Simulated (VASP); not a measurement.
Input:

```
ZnS
1.0
   10.89260     0.00000     0.00000
    0.00000    10.89260     0.00000
    0.00000     0.00000    10.89260
Zn S
32 32
Direct
  0.50000   0.00000   0.00000
  0.75000   0.25000   0.00000
  0.75000   0.00000   0.25000
  0.00000   0.00000   0.00000
  0.25000   0.25000   0.00000
  0.50000   0.50000   0.00000
  0.75000   0.75000   0.00000
  0.25000   0.00000   0.25000
  0.50000   0.25000   0.25000
  0.75000   0.50000   0.25000
  0.50000   0.00000   0.50000
  0.75000   0.25000   0.50000
  0.75000   0.00000   0.75000
  0.00000   0.50000   0.00000
  0.25000   0.75000   0.00000
  0.00000   0.25000   0.25000
  0.25000   0.50000   0.25000
  0.50000   0.75000   0.25000
  0.00000   0.00000   0.50000
  0.25000   0.25000   0.50000
  0.50000   0.50000   0.50000
  0.75000   0.75000   0.50000
  0.25000   0.00000   0.75000
  0.50000   0.25000   0.75000
  0.75000   0.50000   0.75000
  0.00000   0.75000   0.25000
  0.00000   0.50000   0.50000
  0.25000   0.75000   0.50000
  0.00000   0.25000   0.75000
  0.25000   0.50000   0.75000
  0.50000   0.75000   0.75000
  0.00000   0.75000   0.75000
  0.62500   0.12500   0.12500
  0.87500   0.37500   0.12500
  0.87500   0.12500   0.37500
  0.12500   0.12500   0.12500
  0.37500   0.37500   0.12500
  0.62500   0.62500   0.12500
  0.87500   0.87500   0.12500
  0.37500   0.12500   0.37500
  0.62500   0.37500   0.37500
  0.87500   0.62500   0.37500
  0.62500   0.12500   0.62500
  0.87500   0.37500   0.62500
  0.87500   0.12500   0.87500
  0.12500   0.62500   0.12500
  0.37500   0.87500   0.12500
  0.12500   0.37500   0.37500
  0.37500   0.62500   0.37500
  0.62500   0.87500   0.37500
  0.12500   0.12500   0.62500
  0.37500   0.37500   0.62500
  0.62500   0.62500   0.62500
  0.87500   0.87500   0.62500
  0.37500   0.12500   0.87500
  0.62500   0.37500   0.87500
  0.87500   0.62500   0.87500
  0.12500   0.87500   0.37500
  0.12500   0.62500   0.62500
  0.37500   0.87500   0.62500
  0.12500   0.37500   0.87500
  0.37500   0.62500   0.87500
  0.62500   0.87500   0.87500
  0.12500   0.87500   0.87500
```

The numbers are results of PBE GGA, VASP's PBE PAW potentials (set 64) (plane waves; VASP), not measurements. Run with PREC = Normal, LREAL = Auto, EDIFF = 1E-5, 400 eV cut-off, 1×1×1 Γ-centred mesh, Gaussian smearing of 0.050 eV, potentials Zn S.

The supercell is sampled at Γ alone, which is coarse: total energies, pressure and levels can be off, energies of defects by several tenths of an eV.

Problem. What does the run give for the energy per atom (σ→0)?

Solution. 
energy per atom (σ→0): -3.401 eV/atom

The cell is a supercell, built from ZnS (zinc blende).
